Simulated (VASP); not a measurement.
## InPd: vacancies and antisites compared

Which native defect is cheapest in InPd, and how does that change with the growth condition? The start is a computed cell from the Materials Project.

Method: PBEsol; plane waves and PAW (In, Pd), in the first sound run; inputs show where later runs differ, in VASP 6.6.1.

This is a report of a sequence of runs, with most program output left out.

### 1. The host crystal

The structure is cubic, space group Pm-3m (No. 221). The conventional cell has a = 3.272 Å, b = 3.272 Å, c = 3.272 Å, α = 90.00°, β = 90.00°, γ = 90.00°. In has 8 Pd at 2.83 Å nearest. Nearest to Pd lie 8 In at 2.83 Å. Farther neighbours are not listed.

Coordinates:

```xyz
2
Lattice="3.2719 0.0000 0.0000 0.0000 3.2719 0.0000 0.0000 0.0000 3.2719" Properties=species:S:1:pos:R:3 pbc="T T T"
In    0.0000    0.0000    0.0000
Pd    1.6359    1.6359    1.6359
```

### 2. Relaxing the host crystal

First cell and atoms are relaxed at a raised cutoff, so that later runs start from this functional's own cell.

File INCAR:

```
SYSTEM = InPd
PREC = Accurate
ENCUT = 350
EDIFF = 1E-06
NELM = 120
ISMEAR = 1
SIGMA = 0.15
LREAL = .FALSE.
ALGO = Normal
GGA = PS
NBANDS = 12
LASPH = .TRUE.
LORBIT = 11
LWAVE = .FALSE.
LCHARG = .FALSE.
KPAR = 8
IBRION = 2
NSW = 40
ISIF = 3
EDIFFG = -0.02
POTIM = 0.4
```

File POSCAR:

```
InPd
1.0
    3.2718847800      0.0000000000      0.0000000000
    0.0000000000      3.2718847800      0.0000000000
    0.0000000000      0.0000000000      3.2718847800
In Pd
1 1
Direct
    0.0000000000      0.0000000000      0.0000000000
    0.5000000000      0.5000000000      0.5000000000
```

File KPOINTS:

```
Automatic mesh
0
Gamma
10 10 10
0 0 0
```

PAW data sets: In and Pd (PBE family, release 64).

Run with:

```bash
$ mpirun -np 8 vasp_std
```

The job ended after 11 s (8 MPI ranks of AMD EPYC 7R13 (Zen 3), shared host; peak memory 0.94 GiB; 77 s of CPU time).

This run has no spin polarisation. Its electron count is odd, so without a moment it is a metal by construction. The PAW data sets were made with PBE, which is usual practice but a small mismatch for other functionals. The data set In keeps the semicore shell frozen, which is cheaper and a little less accurate. The run keeps the 48 symmetry operations of its start, so it cannot find a distortion of lower symmetry.

Relaxation path:

| step | energy less that of the first step (eV) | largest force (eV/Å) | pressure (GPa) | volume (Å³) |
| --- | --- | --- | --- | --- |
| 1 | 0.0000 | 0.0000 | -3.13 | 35.03 |
| 2 | -0.0043 | 0.0000 | 2.39 | 33.66 |
| 3 | -0.0083 | 0.0000 | 0.01 | 34.20 |

```csv
"conventional cell, symmetrised",before,after,change
a (Å),3.272,3.246,-0.8 %
b (Å),3.272,3.246,-0.8 %
c (Å),3.272,3.246,-0.8 %
volume (Å³/atom),17.51,17.10,-2.4 %
```

Final coordinates:

```cif
data_structure
_symmetry_space_group_name_H-M 'P 1'
_symmetry_Int_Tables_number 1
_cell_length_a 3.2460
_cell_length_b 3.2460
_cell_length_c 3.2460
_cell_angle_alpha 90.000
_cell_angle_beta 90.000
_cell_angle_gamma 90.000
_cell_volume 34.20
loop_
_atom_site_label
_atom_site_type_symbol
_atom_site_fract_x
_atom_site_fract_y
_atom_site_fract_z
_atom_site_occupancy
In1 In 0.00000 0.00000 0.00000 1
Pd2 Pd 0.50000 0.50000 0.50000 1
```

Numbers from this step:

| Property | Result |
| --- | --- |
| electronic cycles | 26 |
| electrons | 13 |
| free energy (TOTEN) | -10.03 eV |
| energy at zero smearing | -10.03 eV |
| Fermi energy | 8.952 eV |
| labelled metallic, from the levels on this mesh | yes |

The run ended after 3 ionic steps, 0.008 eV below its first step, once forces and stress met EDIFFG = -0.02.

### 3. The supercell without the defect

System of this step: InPd. The cell holds 54 atoms: 27 In and 27 Pd. Cell: a = 9.738 Å, b = 9.738 Å, c = 9.738 Å, α = 90.0°, β = 90.0°, γ = 90.0°. It derives from InPd.

The same cell, mesh and cutoff without the defect give the energy to subtract and, in a gapped host, the band edges to count from, so that most errors cancel.

File INCAR:

```
SYSTEM = InPd
PREC = Normal
ENCUT = 300
EDIFF = 1E-05
NELM = 120
ISMEAR = 1
SIGMA = 0.2
LREAL = Auto
ALGO = Fast
GGA = PS
NBANDS = 216
LASPH = .TRUE.
LORBIT = 11
LWAVE = .FALSE.
LCHARG = .FALSE.
KPAR = 4
NCORE = 2
```

File POSCAR:

```
InPd
1.0
    9.7380996528      0.0000000000      0.0000000000
    0.0000000000      9.7380996528      0.0000000000
    0.0000000000      0.0000000000      9.7380996528
In Pd
27 27
Direct
    0.0000000000      0.0000000000      0.0000000000
    0.0000000000      0.0000000000      0.3333333333
    0.0000000000      0.0000000000      0.6666666667
    0.0000000000      0.3333333333      0.0000000000
    0.0000000000      0.3333333333      0.3333333333
    0.0000000000      0.3333333333      0.6666666667
    0.0000000000      0.6666666667      0.0000000000
    0.0000000000      0.6666666667      0.3333333333
    0.0000000000      0.6666666667      0.6666666667
    0.3333333333      0.0000000000      0.0000000000
    0.3333333333      0.0000000000      0.3333333333
    0.3333333333      0.0000000000      0.6666666667
    0.3333333333      0.3333333333      0.0000000000
    0.3333333333      0.3333333333      0.3333333333
    0.3333333333      0.3333333333      0.6666666667
    0.3333333333      0.6666666667      0.0000000000
    0.3333333333      0.6666666667      0.3333333333
    0.3333333333      0.6666666667      0.6666666667
    0.6666666667      0.0000000000      0.0000000000
    0.6666666667      0.0000000000      0.3333333333
    0.6666666667      0.0000000000      0.6666666667
    0.6666666667      0.3333333333      0.0000000000
    0.6666666667      0.3333333333      0.3333333333
    0.6666666667      0.3333333333      0.6666666667
    0.6666666667      0.6666666667      0.0000000000
    0.6666666667      0.6666666667      0.3333333333
    0.6666666667      0.6666666667      0.6666666667
    0.1666666667      0.1666666667      0.1666666667
    0.1666666667      0.1666666667      0.5000000000
    0.1666666667      0.1666666667      0.8333333333
    0.1666666667      0.5000000000      0.1666666667
    0.1666666667      0.5000000000      0.5000000000
    0.1666666667      0.5000000000      0.8333333333
    0.1666666667      0.8333333333      0.1666666667
    0.1666666667      0.8333333333      0.5000000000
    0.1666666667      0.8333333333      0.8333333333
    0.5000000000      0.1666666667      0.1666666667
    0.5000000000      0.1666666667      0.5000000000
    0.5000000000      0.1666666667      0.8333333333
    0.5000000000      0.5000000000      0.1666666667
    0.5000000000      0.5000000000      0.5000000000
    0.5000000000      0.5000000000      0.8333333333
    0.5000000000      0.8333333333      0.1666666667
    0.5000000000      0.8333333333      0.5000000000
    0.5000000000      0.8333333333      0.8333333333
    0.8333333333      0.1666666667      0.1666666667
    0.8333333333      0.1666666667      0.5000000000
    0.8333333333      0.1666666667      0.8333333333
    0.8333333333      0.5000000000      0.1666666667
    0.8333333333      0.5000000000      0.5000000000
    0.8333333333      0.5000000000      0.8333333333
    0.8333333333      0.8333333333      0.1666666667
    0.8333333333      0.8333333333      0.5000000000
    0.8333333333      0.8333333333      0.8333333333
```

File KPOINTS:

```
Automatic mesh
0
Monkhorst-Pack
3 3 3
0 0 0
```

Run with:

```bash
$ mpirun -np 8 vasp_std
```

Run time: 79 s. Hardware: 8 MPI ranks; peak memory 2.1 GiB.

The k-mesh is coarse for a metal.

This step gave:

```yaml
electronic_cycles: 16
electrons: 351
free_energy_toten: -270.7332 eV
energy_at_zero_smearing: -270.7509 eV
fermi_energy: 8.880 eV
```

The host is treated as a metal, as its relaxation found a gap under 0.3 eV or none, and only the neutral defect is run.

### 4. Reference In

This step: PBEsol; plane waves and PAW (In) (VASP 6.6.1).

System of this step: In. The structure is tetragonal, space group I4/mmm (No. 139). Conventional cell: a = 3.246 Å, b = 3.246 Å, c = 4.939 Å, α = 90.00°, β = 90.00°, γ = 90.00°. In has 12 In at 3.25 to 3.37 Å nearest.

The reference for In is its crystal, relaxed at the cutoff of the large cell.

File INCAR:

```
SYSTEM = In
PREC = Normal
ENCUT = 300
EDIFF = 1E-05
NELM = 120
ISMEAR = 1
SIGMA = 0.1
LREAL = Auto
ALGO = Fast
GGA = PS
NBANDS = 7
LORBIT = 11
LWAVE = .FALSE.
LCHARG = .FALSE.
KPAR = 8
LASPH = .TRUE.
IBRION = 2
NSW = 25
ISIF = 3
EDIFFG = -0.02
POTIM = 0.4
```

File POSCAR:

```
In
1.0
   -1.6228100628      1.6228100628      2.4694200000
    1.6228100628     -1.6228100628      2.4694200000
    1.6228100628      1.6228100628     -2.4694200000
In
1
Direct
    0.0000000000      0.0000000000      0.0000000000
```

File KPOINTS:

```
Automatic mesh
0
Gamma
11 11 11
0 0 0
```

Potentials, in the order of the species: In (PBE family, release 64).

Run with:

```bash
$ mpirun -np 8 vasp_std
```

The job ended after 11 s (8 MPI ranks; peak memory 0.75 GiB).

The run keeps the 16 symmetry operations of its start, so it cannot find a distortion of lower symmetry.

The steps of the relaxation:

```
step  energy less that of the first step (eV)  largest force (eV/Å)  pressure (GPa)  volume (Å³)
   1                                   0.0000                0.0000           -0.43        26.01
   2                                  -0.0005                0.0000           -0.06        25.80
   3                                  -0.0006                0.0000            0.08        25.71
   4                                  -0.0006                0.0000            0.11        25.68
   5                                  -0.0009                0.0000            0.11        25.67
   6                                  -0.0018                0.0000            0.14        25.65
   7                                  -0.0009                0.0000            0.35        25.59
   8                                  -0.0019                0.0000            0.20        25.63
   9                                  -0.0019                0.0000            0.16        25.64
  10                                  -0.0019                0.0000           -0.08        25.80
```

```
conventional cell, symmetrised  before  after  change
                         a (Å)   3.246  3.269  +0.7 %
                         b (Å)   3.246  3.269  +0.7 %
                         c (Å)   4.939  4.828  -2.2 %
              volume (Å³/atom)   26.01  25.80  -0.8 %
```

Final coordinates:

```xyz
1
Lattice="-1.6345 1.6345 2.4140 1.6345 -1.6345 2.4140 1.6345 1.6345 -2.4140" Properties=species:S:1:pos:R:3 pbc="T T T"
In    0.0000    0.0000    0.0000
```

This step gave:

```yaml
electronic_cycles: 38
electrons: 3
free_energy_toten: -2.971 eV
energy_at_zero_smearing: -2.971 eV
fermi_energy: 4.965 eV
```

The run ended after 10 ionic steps, 0.002 eV below its first step, once forces and stress met EDIFFG = -0.02.

Energy at zero smearing: -2.97124 eV.

### 5. Reference Pd

This step: PBEsol; plane waves and PAW (Pd) (VASP 6.6.1).

System of this step: Pd. The structure is cubic, space group Fm-3m (No. 225). The conventional cell has a = 3.890 Å, b = 3.890 Å, c = 3.890 Å, α = 90.00°, β = 90.00°, γ = 90.00°. Nearest to Pd lie 12 Pd at 2.75 Å.

The reference for Pd is its crystal, relaxed at the cutoff of the large cell.

INCAR, as its differences from that of step 4:

```diff
@@ -1,2 +1,2 @@
-SYSTEM = In
+SYSTEM = Pd
 PREC = Normal
@@ -10,3 +10,4 @@
 GGA = PS
-NBANDS = 7
+NBANDS = 11
+LASPH = .TRUE.
 LORBIT = 11
@@ -15,3 +16,2 @@
 KPAR = 8
-LASPH = .TRUE.
 IBRION = 2
```

File POSCAR:

```
Pd
1.0
    0.0000000000      1.9450000000      1.9450000000
    1.9450000000      0.0000000000      1.9450000000
    1.9450000000      1.9450000000      0.0000000000
Pd
1
Direct
    0.0000000000      0.0000000000      0.0000000000
```

File KPOINTS:

```
Automatic mesh
0
Gamma
12 12 12
0 0 0
```

PAW data sets: Pd (PBE family, release 64).

Run with:

```bash
$ mpirun -np 8 vasp_std
```

Elapsed: 5 s, on 8 MPI ranks; peak memory 0.64 GiB; 34 s of CPU time.

Relaxation path:

| step | energy less that of the first step (eV) | largest force (eV/Å) | pressure (GPa) | volume (Å³) |
| --- | --- | --- | --- | --- |
| 1 | 0.0000 | 0.0000 | -3.53 | 14.72 |
| 2 | 0.0027 | 0.0000 | 4.53 | 14.17 |
| 3 | -0.0024 | 0.0000 | 0.33 | 14.51 |
| 4 | -0.0025 | 0.0000 | 0.03 | 14.53 |

```
conventional cell, symmetrised  before  after  change
                         a (Å)   3.890  3.873  -0.4 %
                         b (Å)   3.890  3.873  -0.4 %
                         c (Å)   3.890  3.873  -0.4 %
              volume (Å³/atom)   14.72  14.53  -1.3 %
```

The relaxed structure:

```xyz
1
Lattice="0.0000 1.9366 1.9366 1.9366 0.0000 1.9366 1.9366 1.9366 0.0000" Properties=species:S:1:pos:R:3 pbc="T T T"
Pd    0.0000    0.0000    0.0000
```

This step gave:

```
electronic cycles       : 24
electrons               : 10
free energy (TOTEN)     : -5.973 eV
energy at zero smearing : -5.973 eV
Fermi energy            : 9.845 eV
```

The run ended after 4 ionic steps, 0.002 eV below its first step, once forces and stress met EDIFFG = -0.02.

Energy at zero smearing: -5.97280 eV.

### 6. Relaxing the defect, 53 atoms, defect Pd vacancy

This step: PBEsol; plane waves and PAW (In, Pd) (VASP 6.6.1).

System of this step: In27Pd26. The cell holds 53 atoms: 27 In and 26 Pd. Cell: a = 9.738 Å, b = 9.738 Å, c = 9.738 Å, α = 90.0°, β = 90.0°, γ = 90.0°. It derives from InPd. Nearest the centre at fractional (0.167, 0.167, 0.167): In14 at 2.81 Å, In5 at 2.81 Å, In11 at 2.81 Å, In13 at 2.81 Å, In10 at 2.81 Å, In2 at 2.81 Å, In4 at 2.81 Å, In1 at 2.81 Å.

The host is treated as a metal, since its gap is under 0.3 eV or closed. The run keeps 48 symmetry operations, which cuts the number of k-points but bars distortions that break them. The atoms relax at the host's fixed cell.

File INCAR:

```
SYSTEM = In27Pd26
PREC = Normal
ENCUT = 300
EDIFF = 1E-05
NELM = 120
ISMEAR = 1
SIGMA = 0.2
LREAL = Auto
ALGO = Fast
GGA = PS
NBANDS = 208
LASPH = .TRUE.
LORBIT = 11
LWAVE = .FALSE.
LCHARG = .TRUE.
KPAR = 4
NCORE = 2
IBRION = 2
NSW = 50
ISIF = 2
EDIFFG = -0.03
POTIM = 0.4
MAXMIX = 40
ISYM = 2
```

File POSCAR:

```
In27Pd26
1.0
    9.7380996528      0.0000000000      0.0000000000
    0.0000000000      9.7380996528      0.0000000000
    0.0000000000      0.0000000000      9.7380996528
In Pd
27 26
Direct
    0.0000000000      0.0000000000      0.0000000000
    0.0000000000      0.0000000000      0.3333333300
    0.0000000000      0.0000000000      0.6666666700
    0.0000000000      0.3333333300      0.0000000000
    0.0000000000      0.3333333300      0.3333333300
    0.0000000000      0.3333333300      0.6666666700
    0.0000000000      0.6666666700      0.0000000000
    0.0000000000      0.6666666700      0.3333333300
    0.0000000000      0.6666666700      0.6666666700
    0.3333333300      0.0000000000      0.0000000000
    0.3333333300      0.0000000000      0.3333333300
    0.3333333300      0.0000000000      0.6666666700
    0.3333333300      0.3333333300      0.0000000000
    0.3333333300      0.3333333300      0.3333333300
    0.3333333300      0.3333333300      0.6666666700
    0.3333333300      0.6666666700      0.0000000000
    0.3333333300      0.6666666700      0.3333333300
    0.3333333300      0.6666666700      0.6666666700
    0.6666666700      0.0000000000      0.0000000000
    0.6666666700      0.0000000000      0.3333333300
    0.6666666700      0.0000000000      0.6666666700
    0.6666666700      0.3333333300      0.0000000000
    0.6666666700      0.3333333300      0.3333333300
    0.6666666700      0.3333333300      0.6666666700
    0.6666666700      0.6666666700      0.0000000000
    0.6666666700      0.6666666700      0.3333333300
    0.6666666700      0.6666666700      0.6666666700
    0.1666666700      0.1666666700      0.5000000000
    0.1666666700      0.1666666700      0.8333333300
    0.1666666700      0.5000000000      0.1666666700
    0.1666666700      0.5000000000      0.5000000000
    0.1666666700      0.5000000000      0.8333333300
    0.1666666700      0.8333333300      0.1666666700
    0.1666666700      0.8333333300      0.5000000000
    0.1666666700      0.8333333300      0.8333333300
    0.5000000000      0.1666666700      0.1666666700
    0.5000000000      0.1666666700      0.5000000000
    0.5000000000      0.1666666700      0.8333333300
    0.5000000000      0.5000000000      0.1666666700
    0.5000000000      0.5000000000      0.5000000000
    0.5000000000      0.5000000000      0.8333333300
    0.5000000000      0.8333333300      0.1666666700
    0.5000000000      0.8333333300      0.5000000000
    0.5000000000      0.8333333300      0.8333333300
    0.8333333300      0.1666666700      0.1666666700
    0.8333333300      0.1666666700      0.5000000000
    0.8333333300      0.1666666700      0.8333333300
    0.8333333300      0.5000000000      0.1666666700
    0.8333333300      0.5000000000      0.5000000000
    0.8333333300      0.5000000000      0.8333333300
    0.8333333300      0.8333333300      0.1666666700
    0.8333333300      0.8333333300      0.5000000000
    0.8333333300      0.8333333300      0.8333333300
```

File KPOINTS:

```
Automatic mesh
0
Monkhorst-Pack
3 3 3
0 0 0
```

The projector-augmented-wave data sets are In and Pd (PBE family, release 64).

Run with:

```bash
$ mpirun -np 8 vasp_std
```

Elapsed: 12 min, on 8 MPI ranks; peak memory 2.3 GiB; 1.6 h of CPU time.

Step by step:

```
step  energy less that of the first step (eV)  largest force (eV/Å)
   1                                   0.0000                0.3531
   2                                  -0.0392                0.2886
   3                                  -0.0987                0.0928
   4                                  -0.0997                0.0943
   5                                  -0.1146                0.0904
   6                                  -0.1464                0.0754
   7                                  -0.1271                0.1235
   8                                  -0.1534                0.0705
   9                                  -0.1531                0.0741
  10                                  -0.1535                0.0665
  11                                  -0.1587                0.0488
  12                                  -0.1587                0.0391
  13                                  -0.1624                0.0344
  14                                  -0.1613                0.0480
  15                                  -0.1649                0.0255
```

The atoms that moved most (Å):

| atom | dx | dy | dz | length |
| --- | --- | --- | --- | --- |
| In1 | 0.041 | 0.041 | 0.041 | 0.071 |
| In2 | 0.041 | 0.041 | -0.041 | 0.071 |
| In4 | 0.041 | -0.041 | 0.041 | 0.071 |
| In10 | -0.041 | 0.041 | 0.041 | 0.071 |
| In11 | -0.041 | 0.041 | -0.041 | 0.071 |
| In13 | -0.041 | -0.041 | 0.041 | 0.071 |
| In5 | 0.041 | -0.041 | -0.041 | 0.071 |
| In14 | -0.041 | -0.041 | -0.041 | 0.071 |

Numbers from this step:

```yaml
electronic_cycles: 140
electrons: 341
free_energy_toten: -263.9857 eV
energy_at_zero_smearing: -263.9900 eV
fermi_energy: 8.648 eV
```

Valence density in the ac plane at fractional y = 0.167, through the centre, with atoms of Pd within 0.45 Å of it. It is the smooth field of the valence electrons, not physical close to the nuclei.

Values in e/Å³, 13 rows by 16 columns, each cell a mean:
```
0.2 0.2 0.4 0.3 0.2 0.2 0.2 0.4 0.5 0.2 0.1 0.2 0.3 0.5 0.3 0.2
0.2 0.9 3.0 2.3 0.5 0.2 0.6 2.9 3.3 0.9 0.2 0.3 1.6 3.8 1.9 0.3
0.2 1.0 3.8 2.9 0.5 0.2 0.6 2.7 3.2 0.8 0.2 0.3 1.5 3.6 1.8 0.3
0.2 0.3 0.6 0.5 0.2 0.1 0.2 0.4 0.4 0.2 0.2 0.2 0.3 0.5 0.3 0.2
0.1 0.2 0.3 0.2 0.2 0.1 0.2 0.2 0.2 0.2 0.1 0.2 0.2 0.2 0.2 0.1
0.2 0.7 2.2 1.7 0.4 0.2 0.4 1.5 1.7 0.5 0.2 0.2 0.8 1.9 1.0 0.2
0.2 1.2 4.3 3.3 0.6 0.2 0.7 3.7 4.2 1.1 0.2 0.3 2.0 4.9 2.4 0.4
0.2 0.4 1.0 0.8 0.3 0.2 0.3 1.1 1.2 0.4 0.2 0.2 0.6 1.4 0.8 0.2
0.1 0.1 0.1 0.1 0.1 0.2 0.2 0.2 0.2 0.2 0.1 0.1 0.2 0.2 0.2 0.2
0.1 0.1 0.0 0.1 0.1 0.1 0.2 0.7 1.0 0.4 0.2 0.2 0.6 1.0 0.5 0.2
0.1 0.0 0.0 0.0 0.1 0.1 0.5 3.0 4.4 1.4 0.2 0.4 2.4 4.7 1.8 0.3
0.1 0.1 0.0 0.0 0.1 0.1 0.4 1.6 2.3 0.8 0.2 0.3 1.3 2.4 1.0 0.2
0.1 0.1 0.1 0.1 0.1 0.1 0.2 0.2 0.3 0.2 0.1 0.2 0.2 0.3 0.2 0.2
```
Columns run along a (9.7 Å), rows up along c (9.7 Å). Atoms in or near the plane, at fractional coordinates: Pd at (0.17, 0.50), Pd at (0.17, 0.83), Pd at (0.50, 0.17), Pd at (0.50, 0.50), Pd at (0.50, 0.84), Pd at (0.83, 0.17), Pd at (0.84, 0.50), Pd at (0.84, 0.84).

The run ended after 15 ionic steps, 0.165 eV below its first step, once the forces on the free atoms met EDIFFG = -0.03.

The 8 first neighbours (In) lie 2.81 Å from the site in the perfect crystal and 2.74 Å on average after the relaxation (-2.5 %).

### 7. This defect's formation energies, 53 atoms, defect vacancy, element Pd

This step: point defect, PBEsol; plane waves and PAW (VASP 6.6.1).

Derived from the runs above.

Numbers from this step:

| Item | Value |
| --- | --- |
| formation energy of the neutral defect | 0.7882 eV |
| host formation enthalpy | -0.5419 eV/atom |

Formation energy:

```
formation energy (eV)  largest move (Å)
               0.7882           0.07053
```

E_f is E(defect cell) less E(perfect cell), corrected for the atoms exchanged with their references.

References, in eV an atom: In -2.971 (crystal I4/mmm) and Pd -5.973 (crystal Fm-3m). They were run at the supercell's cutoff and functional, without U, and count both elements from their own phases.

The formation energy is 0.788 eV, and the largest move of an atom 0.07 Å.

[end of part 1 of 2]

[Lines on the potential files, build, host, timing and source positions are cut from VASP's logs without a mark.]

[Logs are printed without paths, hosts, clocks, repeated set-up lines and the standing remarks that a program may print on its own settings, such as how far it seeks lower states.]

[Hosts, paths, dates, database ids (printed as entryN), source tags and the programs' standing remarks are cut or masked in the printed files.]

[In band tables of VASP the shares of atoms and orbitals are scaled to a sum of 1 inside the atoms' spheres.]

[Runs that stopped without an error message from VASP are left out.]
